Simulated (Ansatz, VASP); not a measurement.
**Cross-check of TiZn (Ti-Zn stack, (111) layers) between VASP and Ansatz**

One calculation is typed for both programs; each brings its own data sets. How far apart do they land? Of the first pair: The structure shown is the start of the Ansatz relaxation below; VASP solves that cell, so the two are compared at the walk's first step.

Method: plane waves, with VASP 6.6.1 beside it; LDA, in Ansatz 0.2.0.

## (1) The structure

The cell holds 2 atoms: 1 Ti and 1 Zn. Its edges and angles: a = 2.776 Å, b = 2.776 Å, c = 28.333 Å, α = 90.0°, β = 90.0°, γ = 120.0°. It derives from TiZn. Vacuum lies along c. The height across the vacuum is the one that the program set for its solve, not the one typed.

## (2) Ansatz: relaxation, LDA

Ansatz runs on its PAW soft_1 files.

The two programs are compared at the cell with which this relaxation starts, whose forces are those of its first step.

Input file input.yaml:

```yaml
crystal:
  lattice:
    - [2.77596, 0.0, 0.0]
    - [-1.38798, 2.40405, 0.0]
    - [0.0, 0.0, 13.26656]
  atoms:
    - { symbol: Ti, position: [0.0, 0.0, 0.4145762] }
    - { symbol: Zn, position: [0.33333333, 0.66666667, 0.5854238] }
  periodic: [true, true, false]
kpoints:
  mp_grid: { grid: [12, 12, 1] }
hamiltonian:
  xc: lda
  pseudopotentials: { kind: paw, azcp: { folder: soft_1 }, xc_functional: pbe }
scf:
  occupations: { method: gaussian, width: 0.1 }
output:
  forces: true
  stress: true
  eigenvalues: true
relax:
  adjacent_minimum: "off"
  f_tol: 0.005
  max_steps: 80
  cell: { stress_2d_tol: 0.02 }
```

Started as:

```sh
$ ansatz run input.yaml --threads 4 --pin off --max-ram 12288MiB --backend cpu --events-out ev --progress --plain --runs-dir out
```

Numbers of over 12 decimals in the logs are rounded to 6 here.

The log of the run:

```text
Warning: crystal.periodic: the lattice vector that does not repeat stood 0.000° off the slab's normal, 13.267 Å along it as the deck builds it. The run solves the slab on a vector along the normal, 28.333 Å long, with every atom where it was (on the deck's vector they left 11.00 Å outside them, and the widest stretch free of ions among them is 2.27 Å). A fractional position that the run reports is one of the run's ce [...]
crystal.periodic: the lattice vector that does not repeat stood 0.000° off the slab's normal, 13.267 Å along it as the deck builds it. The run solves the slab on a vector along the normal, 28.333 Å long, with every atom where it was (on the deck's vector they left 11.00 Å outside them, and the widest stretch free of ions among them is 2.27 Å). A fractional position that the run reports is one of the run's cell, which [...]
Engine: ansatz 0.2.0, aarch64-unknown-linux-gnu
Pseudopotentials: kind: paw
Pseudopotential: Ti, paw, valence charge 12, recommended cutoff 420 eV (normal), soft_1/Ti.paw.azcp
Pseudopotential: Zn, paw, valence charge 12, recommended cutoff 420 eV (normal), soft_1/Zn.paw.azcp
Functional definition: SPW92
  exchange = slater_x
  correlation = pw_c
Crystal: 2 atoms, lattice volume = 189.082 Å³
Basis set: ecut = 420 eV, 3707 PW (Γ)
Bands: 16, of which v1, the nominal top of the filled ones, is band 12 counted from 1 (11 counted from 0)
Symmetry: 6 space group operations
Space group: P3m1 (ITA 156), of the structure as read, at distance tolerance 5.7e-5 Å
k-points: 19 of 144 (time reversal used)
Non-local potential: Ti, projectors of the file, l = 0: 3, l = 1: 2, l = 2: 3, l = 3: 1
Non-local potential: Zn, projectors of the file, l = 0: 2, l = 1: 2, l = 2: 3, l = 3: 1
PAW form: soft (Blöchl's): semilocal exchange-correlation on the pseudo side does not see the compensation charge
PAW frozen core: Ti, regenerated for the run's functional, and the local potential with it (the file was generated under x = pbe(κ = 0.804, μ = 0.219515), c = pbe(β = 0.066725))
PAW frozen core: Zn, regenerated for the run's functional, and the local potential with it (the file was generated under x = pbe(κ = 0.804, μ = 0.219515), c = pbe(β = 0.066725))
PAW one-centre angular grid: Ti, 590 points (default); XC on 64 Gauss nodes
PAW one-centre angular grid: Zn, 590 points (default); XC on 64 Gauss nodes
Initial density: superposition of atomic densities (neutral atoms: chi_scale 0, normalization atom)
Initial wavefunctions: pseudopotential atomic-orbital guess
Functional: x = slater, c = lda
SCF iter   1: F=—  HF=-5697.035509 eV  |F-HF|=—  |Δ(HF+E_count)|=         —  Δρ=4.39e-2  dr2=2.38e1  ethr=3.10e-3  ⟨swp⟩=13.6  Hψ=3004  notcnv=0
preconditioner: auto → LDOS  [metal: Δε(μ)=0.026 eV  Ē_g=5.257 eV  σ=0.100 eV  W_gap=0.14  n_scr=16 (ndim 8)  ℏωp=10.8 eV  f_vac=0.750  D(μ)=4.19/eV (n_scr^D=18)  β→1.0]
SCF iter   2: F=—  HF=-5695.757246 eV  |F-HF|=—  |Δ(HF+E_count)|=    1.28e0  Δρ=4.01e-2  dr2=3.94e0  ethr=3.10e-3  ⟨swp⟩=4.1  Hψ=1017  notcnv=0
[...]
SCF iter   4: F=—  HF=-5695.207925 eV  |F-HF|=—  |Δ(HF+E_count)|=   1.08e-4  Δρ=1.18e-4  dr2=7.53e-5  ethr=2.69e-6  ⟨swp⟩=3.0  Hψ=462  notcnv=0
SCF iter   5: F=—  HF=-5695.207947 eV  |F-HF|=—  |Δ(HF+E_count)|=   2.21e-5  Δρ=3.27e-5  dr2=5.42e-6  ethr=3.14e-7  ⟨swp⟩=3.1  Hψ=537  notcnv=0
SCF iter   6: F=—  HF=-5695.207950 eV  |F-HF|=—  |Δ(HF+E_count)|=   3.49e-6  Δρ=2.07e-5  dr2=6.99e-6  ethr=2.26e-8  ⟨swp⟩=3.4  Hψ=645  notcnv=0
SCF iter   7: F=—  HF=-5695.207951 eV  |F-HF|=—  |Δ(HF+E_count)|=   3.27e-7  Δρ=2.30e-5  dr2=8.05e-7  ethr=2.26e-8  ⟨swp⟩=2.7  Hψ=490  notcnv=0
SCF iter   8: F=—  HF=-5695.207951 eV  |F-HF|=—  |Δ(HF+E_count)|=   9.84e-8  Δρ=1.18e-5  dr2=2.06e-7  ethr=8.33e-10  ⟨swp⟩=11.4  Hψ=2148  notcnv=0
SCF iter   9: F=-5695.207951 eV  HF=-5695.207951 eV  |F-HF|=8.71e-8  |Δ(HF+E_count)|=   5.24e-8  Δρ=2.55e-6  dr2=2.66e-8  ethr=8.33e-10  ⟨swp⟩=6.3  Hψ=1280  notcnv=0
SCF 5 converged in 9 iterations: F = -5695.207951 eV  dr2 = 2.66e-8
relax step   5: F+E_penalty+E_count = -5695.20795083 eV  Δ(F+E_penalty+E_count) = -1.422e-3 eV  max|allowed force component| = 1.856e-2 eV/Å  Δτ_max = 0.0115 Å  P = -0.046 N/m  Ω = 162.292 Å³  energy of the carried Pulay correction = +1.077e-3 eV  fix = [c, alpha, beta]  reactions: c -0.000 N/m  (9 SCF iters, dr2 threshold 2.00e-7 eV, accepted)
[...]
relax step   6: F+E_penalty+E_count = -5695.20805006 eV  Δ(F+E_penalty+E_count) = -9.922e-5 eV  max|allowed force component| = 3.372e-4 eV/Å  Δτ_max = 0.0040 Å  P = -0.006 N/m  Ω = 162.043 Å³  energy of the carried Pulay correction = +1.087e-3 eV  fix = [c, alpha, beta]  reactions: c -0.000 N/m  (9 SCF iters, dr2 threshold 2.15e-8 eV, accepted)
[...]
relax step   7: F+E_penalty+E_count = -5695.20684842 eV  Δ(F+E_penalty+E_count) = +1.202e-3 eV  max|allowed force component| = 5.770e-4 eV/Å  Δτ_max = 0.0000 Å  P = -0.002 N/m  Ω = 162.043 Å³  fix = [c, alpha, beta]  reactions: c -0.000 N/m  stress off target by 1.97e-3 N/m on what of the cell is left free  SCF on the basis re-selected at this cell (its energy is not comparable with the rows above)  (10 SCF iters)
basis re-selected at this cell: Δ(F+E_penalty+E_count) = +1.202e-3 eV, ΔP = +0.004 N/m vs the last step (what re-selecting the basis moved, of the pressure what is left beyond the Pulay correction that the steps carried, after the strain that the cell walked since its last selection, with what the two solves' SCF thresholds leave and, on support functions, any second-order correction that the steps lacked; it is no measure of the basis error at this ecutwfc). The dense FFT grid was sized anew with the basis: this SCF ran on 18×18×192 points, the steps before it on 20×20×192, so part of this shift can come from that change (see relax.cell in the input reference). [rest of the remark cut]
SCF converged after 10 iterations
Free energy (F): -5695.206848 eV
Harris-Foulkes:  -5695.206848 eV  (|F-HF|=6.64e-11)
Internal energy: -5695.197069 eV  (E = F + TS)
E sigma→0 (E₀):  -5695.201959 eV
Entropy (-TS):   -0.009780 eV (-4.890 meV/atom)
Fermi energy:    -5.204512 eV
--- Per-component energies (eV) ---
  E_band       = -513.562924
  E_kinetic    = 435.177072
  E_local      = -53855.925766  (includes V_loc(G=0)·N_el)
  E_nonlocal   = 885.222402
  E_hartree    = 26408.046815
  E_xc         = -193.782085
  E_vxc        = -197.829960  (∫ρ·V_xc dr)
  E_paw        = -2818.364930  (= ΣΔE_a)
  E_vpaw       = -596.300237  (= ΣTr[D̂ρ^β])
  E_aug_tail   = -0.000323  (compensation charges beyond the density's cutoff)
  E_ewald      = 23442.546653
  E_core_change = 1.883094  (= ΣΔE_core)
  E_smearing   = -0.009780  (= −TS)
  E_closure    = 0.000000  (closes the sum)
  Σ components = -5695.206848   (vs F -5695.206848, Δ=0.00e0)
--- Forces (eV/Å), atoms counted from 1 ---
  atom   1  Ti     0.00000000    -0.00000000    -0.00063835
  atom   2  Zn    -0.00000000     0.00000000     0.00051563
  max |Σ_I F_I| component: 1.23e-4 eV/Å
--- 2D stress c σ (N/m, compression-positive) ---
       -0.001965      -0.000000      -0.000000
       -0.000000      -0.001965      -0.000000
       -0.000000      -0.000000      -0.000000
  P = ½ c Tr σ = -0.0020 N/m
--- Band table (eV; the first three rows and the last of 19) ---
  k-point 0: bands = [... 8 lower, -11.8752, -11.8752, -8.9680, -6.2563, -5.3425, -3.9132, -3.9132, -1.3724]
  k-point 1: bands = [... 8 lower, -11.9334, -11.8855, -8.6905, -6.0582, -5.2843, -4.1255, -3.6982, -1.5604]
  k-point 2: bands = [... 8 lower, -11.9305, -11.9137, -7.9385, -5.6139, -5.1542, -4.5354, -3.0836, -1.7163]
  k-point 18: bands = [... 8 lower, -12.0814, -5.6908, -5.3814, -4.8399, -4.8264, -3.7801, -1.5673, -1.1377]
--- Relaxed structure (6 steps of the walk, 6 accepted, 1 SCFs on fresh bases) ---
  F+E_penalty+E_count = -5695.20684842 eV   max|allowed force component| = 5.770e-4 eV/Å   (the final SCF, on the basis selected at the relaxed cell)
  cell:  # Å, volume = 162.0433 Å³
    - [2.569822, 0, 0]
    - [-1.284911, 2.225531, 0]
    - [0, 0, 28.333119872512]
  atoms:
    - { symbol: Ti, position: [-2.2355346629892557e-17, -9.251858607474681e-18, 0.192080] }
    - { symbol: Zn, position: [0.333333, 0.666667, 0.276155] }
```

In the SCF lines HF is the Harris–Foulkes energy and dr2 the Hartree energy of the density residual, in eV; the loop may stop once dr2 is under the threshold and the program's other checks hold. Hψ counts applications of the Hamiltonian.

## (3) VASP: single point, LDA, start cell, pair 1

The same cell, functional (in two slightly different forms), mesh and smearing now go to VASP, with its own data sets.

Lines of VASP's logs that name or quote its potential files are left out, and so is its time.

Input file INCAR:

```
SYSTEM = TiZn
PREC = Accurate
ENCUT = 400
EDIFF = 1E-06
NELM = 120
ISMEAR = 0
SIGMA = 0.1
LREAL = .FALSE.
ALGO = Normal
GGA = CA
NBANDS = 18
LASPH = .TRUE.
LORBIT = 11
LWAVE = .FALSE.
LCHARG = .FALSE.
ISIF = 2
LDIPOL = .TRUE.
IDIPOL = 3
DIPOL = 0.5 0.5 0.234
LVHAR = .TRUE.
GGA_COMPAT = .FALSE.
NELMDL = -8
KPAR = 2
```

Input file POSCAR:

```
TiZn
1.0
    2.7759590000      0.0000000000      0.0000000000
   -1.3879790000      2.4040510000      0.0000000000
    0.0000000000      0.0000000000     28.3331200000
Ti Zn
1 1
Direct
    0.0000000000      0.0000000000      0.1941191087
    0.3333332826      0.6666668053      0.2741159463
```

Input file KPOINTS:

```
Automatic mesh
0
Gamma
12 12 1
0 0 0
```

PAW data sets: Ti_sv and Zn (LDA family, release 64).

Started as:

```sh
$ mpirun -np 2 vasp_std
```

The log of the run:

```text
[banner, memory and clock lines left out]
running    2 mpi-ranks, on    1 nodes
 distrk:  each k-point on    1 cores,    2 groups
 distr:  one band on    1 cores,    1 groups

 POSCAR found type information on POSCAR TiZn
 POSCAR found :  2 types and       2 ions
 LDA part: xc-table for (Slater(with rela. corr.)+CA(PZ))
 , standard interpolation
 POSCAR, INCAR and KPOINTS ok, starting setup
 FFT: planning ... GRIDC
 FFT: planning ... GRID_SOFT
 FFT: planning ... GRID
 WAVECAR not read
 entering main loop
       N       E                     dE             d eps       ncg     rms          rms(c)
DAV:   1     0.138308380795E+03    0.13831E+03   -0.10766E+04   860   0.947E+02
DAV:   2     0.513788933345E+01   -0.13317E+03   -0.13204E+03   858   0.277E+02
DAV:   3    -0.882158307876E+01   -0.13959E+02   -0.13830E+02  1170   0.800E+01
DAV:   4    -0.985040881228E+01   -0.10288E+01   -0.10246E+01   868   0.171E+01
DAV:   5    -0.992067441469E+01   -0.70266E-01   -0.70263E-01   946   0.333E+00
DAV:   6    -0.992118400396E+01   -0.50959E-03   -0.50959E-03   850   0.378E-01
DAV:   7    -0.992119645232E+01   -0.12448E-04   -0.12448E-04   966   0.538E-02
DAV:   8    -0.992119658802E+01   -0.13570E-06   -0.13596E-06   726   0.548E-03    0.776E+00
DAV:   9    -0.891650496036E+01    0.10047E+01   -0.31967E+00   768   0.241E+01    0.299E+00
DAV:  10    -0.886122943059E+01    0.55276E-01   -0.59681E-01   752   0.495E+00    0.126E+00
DAV:  11    -0.893181154151E+01   -0.70582E-01   -0.12791E+00   986   0.399E+00    0.167E+00
DAV:  12    -0.884873341709E+01    0.83078E-01   -0.98003E-01   870   0.349E+00    0.496E-01
DAV:  13    -0.884741594533E+01    0.13175E-02   -0.69272E-02   746   0.108E+00    0.196E-01
DAV:  14    -0.884549036210E+01    0.19256E-02   -0.11257E-02   744   0.410E-01    0.557E-02
[...]
DAV:  18    -0.884589331076E+01   -0.15308E-03   -0.40723E-05   722   0.355E-02    0.521E-03
DAV:  19    -0.884596421619E+01   -0.70905E-04   -0.83429E-06   606   0.120E-02    0.382E-03
DAV:  20    -0.884602485179E+01   -0.60636E-04   -0.64743E-06   570   0.121E-02    0.240E-03
DAV:  21    -0.884605040877E+01   -0.25557E-04   -0.23194E-06   564   0.498E-03    0.185E-03
DAV:  22    -0.884606643166E+01   -0.16023E-04   -0.86422E-07   530   0.271E-03    0.686E-04
DAV:  23    -0.884606995275E+01   -0.35211E-05   -0.38693E-07   514   0.158E-03    0.442E-04
DAV:  24    -0.884607639266E+01   -0.64399E-05   -0.39333E-07   488   0.122E-03    0.263E-04
DAV:  25    -0.884607721437E+01   -0.82172E-06   -0.23986E-08   436   0.521E-04
   1 F= -.88460772E+01 E0= -.88382763E+01  d E =-.156019E-01
```

Parts of OUTCAR (step 3):

```text
ion  position               nearest neighbor table
   1  0.000  0.000  0.194-   2 2.78   2 2.78   2 2.78
   2  0.333  0.667  0.274-   1 2.78   1 2.78   1 2.78

  LATTYP: Found a hexagonal cell.
 ALAT       =     2.7759590000
 C/A-ratio  =    10.2066060774

 Subroutine GETGRP returns: Found  6 space group operations
 (whereof  6 operations were pure point group operations)

The static configuration has the point symmetry C_3v.

 Found     19 irreducible k-points:

   k-points           NKPTS =     19   k-points in BZ     NKDIM =     19   number of bands    NBANDS=     18

   dimension x,y,z NGX =    18 NGY =   18 NGZ =  192
   dimension x,y,z NGXF=    36 NGYF=   36 NGZF=  384

   ENCUT  =  400.0 eV  29.40 Ry    5.42 a.u.   4.53  4.53 46.20*2*pi/ulx,y,z

   NELECT =      24.0000    total number of electrons

 k-points in reciprocal lattice and weights: Automatic mesh
   0.00000000  0.00000000  0.00000000       0.007
   0.08333333  0.00000000  0.00000000       0.042
   0.16666667  0.00000000  0.00000000       0.042
   0.25000000  0.00000000  0.00000000       0.042
   0.33333333 -0.00000000  0.00000000       0.042
   0.41666667  0.00000000  0.00000000       0.042
   0.50000000  0.00000000  0.00000000       0.021
   0.08333333  0.08333333  0.00000000       0.042
   0.16666667  0.08333333  0.00000000       0.083
[...]
0.33333333  0.25000000  0.00000000       0.083
   0.33333333  0.33333333  0.00000000       0.014

 dipolmoment           0.000000      0.000000      0.006995 electrons x Angstroem

 average (electrostatic) potential at core
       1 -83.6599       2 -43.4778

 E-fermi :  -3.0786

 k-point     1 :       0.0000    0.0000    0.0000
  band No.  band energies     occupation
    ...
      9      -9.8718      2.00000
     10      -9.8718      2.00000
     11      -6.6900      2.00000
     12      -3.5412      2.00000
     13      -3.1077      1.31904
     14      -2.0611      0.00000
     15      -2.0611      0.00000
     16      -0.2683      0.00000
     17      -0.2683      0.00000
     18       1.2309      0.00000

 k-point     2 :       0.0833    0.0000    0.0000
  band No.  band energies     occupation
    ...
      9      -9.8802      2.00000
     10      -9.8786      2.00000
     11      -6.4724      2.00000
     12      -3.4052      2.00000
     13      -3.0837      1.05753
     14      -2.2194      0.00000
     15      -1.9014      0.00000
     16      -0.3138      0.00000
     17      -0.2791      0.00000
     18       1.3930      0.00000

 k-point     3 :       0.1667    0.0000    0.0000
  band No.  band energies     occupation
    ...
      8     -10.0799      2.00000
      9      -9.8969      2.00000
     10      -9.6738      2.00000
     11      -5.8609      2.00000
     12      -3.1873      1.87567
     13      -2.9500      0.06894
     14      -2.5447      0.00000
     15      -1.4448      0.00000
     16      -0.4363      0.00000
     17      -0.1579      0.00000
    ...

  Total       -2.7795305     -2.7795305     -0.5065383     -0.0000006      0.0000000     -0.0000000
  in kB      -23.5521688    -23.5521685     -4.2921190     -0.0000049      0.0000000     -0.0000000
  external PRESSURE =     -17.1321521 kB  Pullay stress =       0.0000000 kB

  energy-cutoff  :      400.00
  volume of cell :      189.08
      direct lattice vectors                 reciprocal lattice vectors
     2.775959000  0.000000000  0.000000000     0.360235868  0.207982202  0.000000000
    -1.387979000  2.404051000  0.000000000     0.000000000  0.415964553  0.000000000
     0.000000000  0.000000000 28.333120000     0.000000000  0.000000000  0.035294383

 POSITION                                       TOTAL-FORCE (eV/Angst)
 -----------------------------------------------------------------------------------
      0.00000      0.00000      5.50000         0.000000     -0.000000      0.159845
      0.00000      1.60270      7.76656        -0.000000      0.000000     -0.159845
 -----------------------------------------------------------------------------------
    total drift:                                0.000048     -0.000046     -0.000030

  FREE ENERGIE OF THE ION-ELECTRON SYSTEM (eV)
  ---------------------------------------------------
  free  energy   TOTEN  =        -8.8460772144 eV

  energy  without entropy=       -8.8304753633  energy(sigma->0) =       -8.83827629

 vacuum level on the upper side and lower side of the slab         1.951         1.760

 total charge
# of ion       s       p       d       tot
------------------------------------------
    1        2.244   6.064   2.006  10.314
    2        0.630   0.409   9.714  10.753
--------------------------------------------------
tot          2.874   6.473  11.720  21.067

[... 3 further parts left out ...]
```

The run ends at a pressure of -1.71 GPa, with forces up to 0.16 eV/Å.

## (4) Side by side

Known differences besides the potentials themselves: the two LDA forms differ slightly; Ansatz cuts the interaction across the vacuum, VASP repeats the sheet with a dipole correction (LDIPOL); the cutoff is 420 eV in Ansatz and 400 eV in VASP; VASP's log shows a relativistic correction to its local exchange, Ansatz's none. Total energies have different zeros and are not compared.

Forces (eV/Å; atoms numbered as in POSCAR):

```tsv
atom	Ansatz x, y, z	VASP x, y, z
Ti1	0.000, 0.000, 0.178	0.000, 0.000, 0.160
Zn2	0.000, 0.000, -0.178	0.000, 0.000, -0.160
```

The forces differ by 10 meV/Å r.m.s., which is 11.3 % of the r.m.s. force of 0.092 eV/Å (both taken over all components). Where the cell holds vacuum, a pressure given here is an average over it and none of the material.

## (5) Ansatz: relaxation, LDA

This run makes the geometry at which the two programs are then compared.

The structure compared here is the end of the Ansatz relaxation.

This is the run of step 2 again, met here at its other cell.

(Continued in part 2 of 2.)

[Lines on the potential files, build, host, timing and source positions are cut from VASP's logs without a mark.]

[Logs are printed without paths, hosts, clocks, repeated set-up lines and the standing remarks that a program may print on its own settings, such as how far it seeks lower states.]

[Hosts, paths, dates, database ids (printed as entryN), source tags and the programs' standing remarks are cut or masked in the printed files.]
